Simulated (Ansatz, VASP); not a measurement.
**Cross-check of LiCl between VASP and Ansatz**

Wanted: the spread between two codes on one cell, functional and k mesh. The cell is taken from a series of runs on this material, whose earlier steps may have relaxed, scaled, displaced or heated it; both programs get it as it stands.

Program: Ansatz 0.2.0. Level of theory: plane waves, with VASP 6.6.1 beside it; dielectric response at PBE. Results are calculated unless marked as measured.

### 1. The structure

The structure is cubic, space group Fm-3m (No. 225). Conventional cell: a = 5.143 Å, b = 5.143 Å, c = 5.143 Å, α = 90.00°, β = 90.00°, γ = 90.00°. Nearest to Li lie 6 Cl at 2.57 Å. Cl has 6 Li at 2.57 Å nearest. Farther neighbours and most contacts between anions are not listed.

### 2. Ansatz: dielectric response, PBE

Ansatz runs on its PAW soft_1 files.

The response to a field tests empty states and converges slowly with the mesh.

The input, input.yaml:

```yaml
crystal:
  lattice:
    - [0.0, 2.5715, 2.5715]
    - [2.5715, 0.0, 2.5715]
    - [2.5715, 2.5715, 0.0]
  atoms:
    - { symbol: Li, position: [0.0, 0.0, 0.0] }
    - { symbol: Cl, position: [0.5, 0.5, 0.5] }
kpoints:
  mp_grid: { grid: [8, 8, 8] }
hamiltonian:
  xc: pbe
  pseudopotentials: { kind: paw, azcp: { folder: soft_1 } }
scf:
  occupations: { method: fixed }
dielectric: {}
```

On the command line:

```sh
$ ansatz run input.yaml --threads 24 --pin off --max-ram 82944MiB --backend cuda --events-out ev --progress --plain --runs-dir out --devices 1 --max-vram 78GiB
```

Numbers of over 12 decimals in the logs are rounded to 6 here.

Output:

```text
GPUs: using 1 of 1 available (devices: 1).
Engine: ansatz 0.2.0, aarch64-unknown-linux-gnu
Pseudopotentials: kind: paw
Pseudopotential: Li, paw, valence charge 3, recommended cutoff 420 eV (normal), soft_1/Li.paw.azcp
Pseudopotential: Cl, paw, valence charge 7, recommended cutoff 420 eV (normal), soft_1/Cl.paw.azcp
Functional definition: PBE
  parameter kappa = 0.804
  parameter beta = 0.066725
  exchange = pbe_x(kappa = kappa, mu = beta*pi^2/3)
  correlation = pbe_c(beta = beta)
device memory: the entry about to start is reckoned to put 0.8 GiB on a device that reports 174.8 GiB free (of which the cap on the GPU budget leaves the run 78.0 GiB)
GPU FFT provider: cuFFT
GPU libraries: cuBLAS 13.8.1, cuFFT 12.4.0, cuSOLVER 12.3.2
GPU matrix products: emulated (plane waves: as basis.precision tells), large ones in fixed point in workspaces of 1.00 GiB
Crystal: 2 atoms, lattice volume = 34.009 Å³
Basis set: ecut = 420 eV, 645 PW (Γ), exchange–correlation on 50×50×50 points (8 copies of the dense FFT grid, shifted against one another)
Bands: 9, of which v1, the nominal top of the filled ones, is band 5 counted from 1 (4 counted from 0)
Symmetry: 48 space group operations
k-points: 59 of 512 (irreducible under 8 space group operations, time reversal used)
Non-local potential: Li, projectors of the file, l = 0: 3, l = 1: 2, l = 2: 1
Non-local potential: Cl, projectors of the file, l = 0: 2, l = 1: 2, l = 2: 1
PAW form: soft (Blöchl's): semilocal exchange-correlation on the pseudo side does not see the compensation charge
PAW one-centre angular grid: Li, 110 points (default); XC on 96 Gauss nodes
PAW one-centre angular grid: Cl, 110 points (default); XC on 64 Gauss nodes
Initial density: superposition of atomic densities (chi_scale 0.1, normalization cell, long waves kept (reshape's long-wave potential 0.00 eV rms))
Initial wavefunctions: pseudopotential atomic-orbital guess
GPU buffer pool allocated for 15625 grid points (all kernels)
GPU transforms: local potential and band sums: pruned to the plane-wave sphere, on 25×25×25
Functional: x = pbe(κ = 0.804, μ = 0.219515), c = pbe(β = 0.066725)
SCF iter   1: F=—  HF=-1287.810967 eV  |F-HF|=—  |Δ(HF+E_count)|=         —  Δρ=2.86e-2  dr2=1.93e-1  ethr=3.10e-3  ⟨swp⟩=4.7  Hψ=3576  notcnv=0  defer=103
preconditioner: auto → none  [insulator: Δε(μ)=5.859 eV  Ē_g=13.747 eV  n_scr=8 (ndim 8)  ℏωp=18.0 eV  f_vac=0.000  ε∞_Penn≈2.7]
SCF iter   2: F=—  HF=-1287.826037 eV  |F-HF|=—  |Δ(HF+E_count)|=   1.51e-2  Δρ=1.36e-2  dr2=4.18e-2  ethr=1.93e-3  ⟨swp⟩=2.3  Hψ=1158  notcnv=0  defer=102
SCF iter   3: F=—  HF=-1287.835431 eV  |F-HF|=—  |Δ(HF+E_count)|=   9.39e-3  Δρ=2.78e-3  dr2=2.33e-3  ethr=4.18e-4  ⟨swp⟩=2.1  Hψ=851  notcnv=0  defer=103
SCF iter   4: F=—  HF=-1287.835111 eV  |F-HF|=—  |Δ(HF+E_count)|=   3.20e-4  Δρ=4.55e-4  dr2=4.76e-5  ethr=2.33e-5  ⟨swp⟩=2.9  Hψ=882  notcnv=0  defer=112
SCF iter   5: F=—  HF=-1287.835190 eV  |F-HF|=—  |Δ(HF+E_count)|=   7.98e-5  Δρ=7.04e-5  dr2=2.31e-6  ethr=4.76e-7  ⟨swp⟩=2.7  Hψ=938  notcnv=0  defer=113
SCF iter   6: F=—  HF=-1287.835163 eV  |F-HF|=—  |Δ(HF+E_count)|=   2.74e-5  Δρ=6.04e-6  dr2=8.95e-9  ethr=2.31e-8  ⟨swp⟩=2.0  Hψ=731  notcnv=0  defer=2
SCF iter   7: F=-1287.835163 eV  HF=-1287.835163 eV  |F-HF|=1.34e-10  |Δ(HF+E_count)|=   9.40e-9  Δρ=5.35e-7  dr2=4.60e-11  ethr=1.00e-12  ⟨swp⟩=4.1  Hψ=3454  notcnv=0
SCF 1 converged in 7 iterations: F = -1287.835163 eV  dr2 = 4.60e-11
  greatest PAW one-centre occupation: 1.000 electrons in one spin orbital (limit 2), on the Li atom at site 0 (counted from 0), in its partial waves of l = 0
the response reads at least the filled bands of the reference SCF and the lowest empty band at each k-point, and that SCF's band table does not vouch for those bands. The notice of the band table in this run's record says why
device memory: the entry about to start is reckoned to put 0.1 GiB on a device that reports 174.8 GiB free (of which the cap on the GPU budget leaves the run 78.0 GiB)
device memory: the entry about to start is reckoned to put 4.2 GiB on a device that reports 174.8 GiB free (of which the cap on the GPU budget leaves the run 78.0 GiB)
DFPT response loops at Γ: preconditioner auto → none (the input reference at scf.mixing.eps_inf says where Resta's filter doesn't serve); β = 0.50; Broyden in place of MSR1
SCF converged after 7 iterations
Free energy (F): -1287.835163 eV
Harris-Foulkes:  -1287.835163 eV  (|F-HF|=1.34e-10)
Internal energy: -1287.835163 eV  (E = F + TS)
E sigma→0 (E₀):  -1287.835163 eV
Fermi energy:    1.617948 eV
--- Per-component energies (eV) ---
  E_band       = -104.013773
  E_kinetic    = 169.915272
  E_local      = -328.896697  (includes V_loc(G=0)·N_el)
  E_nonlocal   = 11.492277
  E_hartree    = 96.617171
  E_xc         = -117.311353
  E_vxc        = -129.219929  (∫ρ·V_xc dr)
  E_paw        = -683.307966  (= ΣΔE_a)
  E_vpaw       = -20.539408  (= ΣTr[D̂ρ^β])
  E_aug_tail   = 0.000363  (compensation charges beyond the density's cutoff)
  E_ewald      = -436.344230
  E_smearing   = -0.000000  (= −TS)
  E_closure    = 0.000000  (closes the sum)
  Σ components = -1287.835163   (vs F -1287.835163, Δ=0.00e0)
--- Band table (eV; the first three rows and the last of 59) ---
  k-point 0: bands = ["-41.9036", "-11.7521", "1.6179", "1.6179", "1.6179", "7.9051", "13.4049", "13.4049", "13.4049"]
  k-point 1: bands = ["-41.9033", "-11.6778", "1.0974", "1.5776", "1.5776", "8.3666", "12.6667", "13.3244", "13.3244"]
  k-point 2: bands = ["-41.9023", "-11.4889", "0.0551", "1.4853", "1.4853", "8.8038", "12.2203", "12.2203", "12.5121"]
  k-point 58: bands = ["-41.9002", "-10.9628", "-0.4719", "-0.4719", "0.5712", "11.0750", "11.7009", "11.9795", "11.9795"]
--- Dielectric response (ions clamped): 1 representative field direction + reference, on 59 of 512 k-points (Σ response iterations 6) ---
  k mesh reduced under 8 symmetry operations, with k and −k counted as one. Each operation leaves every solved perturbation unchanged. A smaller set is not considered because the run solves the response to a homogeneous field
  ε∞ (high-frequency dielectric tensor):
        2.948856    -0.000000    -0.000000
        0.000000     2.948856    -0.000000
        0.000000     0.000000     2.948856
  Born effective charges Z* (e; rows j = field, columns β = displacement):
    site 0:
         1.18630    0.00000   -0.00000
        -0.00000    1.18630    0.00000
         0.00000   -0.00000    1.18630
    site 1:
        -1.18630   -0.00000    0.00000
         0.00000   -1.18630   -0.00000
         0.00000    0.00000   -1.18630
  Z* charge neutrality: 4.677e-5 e pre-enforcement
  k-mesh period / interband length: 29.1 Å / 1.26 Å = 23.08 at k = (0.0000, 0.0000, -0.5000), direct gap 6.989 eV — 14 or more, which is no proof of convergence
```

In the SCF lines HF is the Harris–Foulkes energy and dr2 the Hartree energy of the density residual, in eV; the loop may stop once dr2 is under the threshold and the program's other checks hold. Hψ counts applications of the Hamiltonian.

(Continued in part 2 of 2.)

[Lines on the potential files, build, host, timing and source positions are cut from VASP's logs without a mark.]

[Logs are printed without paths, hosts, clocks, repeated set-up lines and the standing remarks that a program may print on its own settings, such as how far it seeks lower states.]

[Hosts, paths, dates, database ids (printed as entryN), source tags and the programs' standing remarks are cut or masked in the printed files.]
